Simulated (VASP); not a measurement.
An input for Ansatz (written as the equivalent of a VASP run, and not itself run):

Ansatz 0.2 input:
```yaml
crystal:
  lattice:
    - [-1.6403829, 1.6403829, 5.5723803]
    - [1.6403829, -1.6403829, 5.5723803]
    - [1.6403829, 1.6403829, -5.5723803]
  atoms:
    - { symbol: V, position: [0.7493239, 0.7493239, 0.0000000], spin: 2 }
    - { symbol: V, position: [0.4993239, 0.9993239, 0.5000000], spin: 2 }
    - { symbol: Ge, position: [0.1666761, 0.1666761, 0.0000000] }
    - { symbol: Ge, position: [0.9166761, 0.4166761, 0.5000000] }
kpoints:
  mp_grid: { grid: [12, 12, 12] }
hamiltonian:
  xc: pbesol
  pseudopotentials: { kind: paw }
magnetization: { spin_polarized: true }
scf:
  occupations: { method: methfessel_paxton, width: 0.1 }
  max_iter: 100
relax:
  max_steps: 60
  f_tol: 0.02
  cell: {}
output: { forces: true, stress: true, eigenvalues: true }
```

**Question.** Write the VASP files for the same calculation (PBEsol).

**Answer.** This is not unique; one that fits is 
File POSCAR:
```
VGe
1
   -1.6403828674     1.6403828674     5.5723803022
    1.6403828674    -1.6403828674     5.5723803022
    1.6403828674     1.6403828674    -5.5723803022
V Ge
2 2
Direct
  0.7493238975   0.7493238975   0.0000000000
  0.4993238975   0.9993238975   0.5000000000
  0.1666761025   0.1666761025   0.0000000000
  0.9166761025   0.4166761025   0.5000000000
```

KPOINTS:
```
Automatic mesh
0
Gamma
12 12 12
0 0 0
```

INCAR:
```
SYSTEM = VGe
PREC = Accurate
ENCUT = 400
EDIFF = 1E-6
NELM = 100
ALGO = Normal
LREAL = .FALSE.
LASPH = .TRUE.
ISMEAR = 1
SIGMA = 0.1
GGA = PS
LMAXMIX = 4
ISPIN = 2
MAGMOM = 2.0 2.0 0.0 0.0
LORBIT = 10
LWAVE = .FALSE.
LCHARG = .FALSE.
IBRION = 2
ISIF = 3
NSW = 60
EDIFFG = -0.02
```

POTCAR, in this order: V_sv Ge_d (PBE.64 set). Program: vasp_std.

The two are equivalent in intent, not identical: each code has its own PAW files, so the cut-off isn't converted (ENCUT is set for VASP's; basis.ecutwfc is left out, and Ansatz then takes the one that its files recommend); Ansatz stops its SCF on the density residual and VASP on the energy change (EDIFF).

The structure was generated: VGe was put into the NbAs type (I4_1md), which need not be its known phase. This run relaxes it. Symmetry was kept, so distortions that lower it aren't found. The start is the result of an earlier pass.
